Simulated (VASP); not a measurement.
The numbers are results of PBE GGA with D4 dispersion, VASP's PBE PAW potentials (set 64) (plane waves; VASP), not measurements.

VASP ran on this input.

File POSCAR:
```
MoS2
1
    1.5741791492    -2.7265579938    -0.0000000000
    1.5741791492     2.7265579938     0.0000000000
    0.0000000000    -0.0000000000    12.2003790770
Mo S
2 4
Direct
  0.3333330000   0.6666670000   0.2500000000
  0.6666670000   0.3333330000   0.7500000000
  0.3333330000   0.6666670000   0.8784422573
  0.6666670000   0.3333330000   0.3784422573
  0.6666670000   0.3333330000   0.1215577427
  0.3333330000   0.6666670000   0.6215577427
```

### KPOINTS
```
kpoints
0
gamma
7 7 2
0 0 0
```

### INCAR
```
SYSTEM = MoS2
PREC = Accurate
ENCUT = 520
EDIFF = 1E-6
NELM = 100
ALGO = Normal
LREAL = .FALSE.
LASPH = .TRUE.
ISMEAR = 0
SIGMA = 0.05
GGA = PE
IVDW = 13
LMAXMIX = 4
LWAVE = .FALSE.
LCHARG = .FALSE.
IBRION = 2
ISIF = 3
NSW = 60
EDIFFG = -0.02
```

POTCAR, in this order: Mo_sv S (PBE.64 set). Program: vasp_std.

Task: What does the run give for the energy per atom (σ→0), dispersion energy, volume per atom?

Result: 
```
Item                           Result
---------------------  --------------
energy per atom (σ→0)  -7.695 eV/atom
dispersion energy           -2.600 eV
volume per atom         17.47 Å³/atom
```

File OSZICAR:
```
...
   2 F= -.46170659E+02 E0= -.46170659E+02  d E =-.543802E-03
       N       E                     dE             d eps       ncg     rms          rms(c)
DAV:   1    -0.435705594065E+02    0.29033E-03   -0.48641E-03  1055   0.491E-01    0.761E-02
DAV:   2    -0.435704635909E+02    0.95816E-04   -0.32832E-04  1147   0.961E-02    0.372E-02
DAV:   3    -0.435704453287E+02    0.18262E-04   -0.54522E-05  1234   0.465E-02    0.180E-02
DAV:   4    -0.435704410410E+02    0.42877E-05   -0.86777E-06  1222   0.161E-02    0.114E-02
DAV:   5    -0.435704409727E+02    0.68310E-07   -0.22342E-06   760   0.822E-03
   3 F= -.46170650E+02 E0= -.46170650E+02  d E =-.534200E-03
```

The compound is MoS2 in the 2H layered structure. This run relaxes it. Symmetry was kept, so distortions that lower it aren't found. The start is the result of an earlier pass.
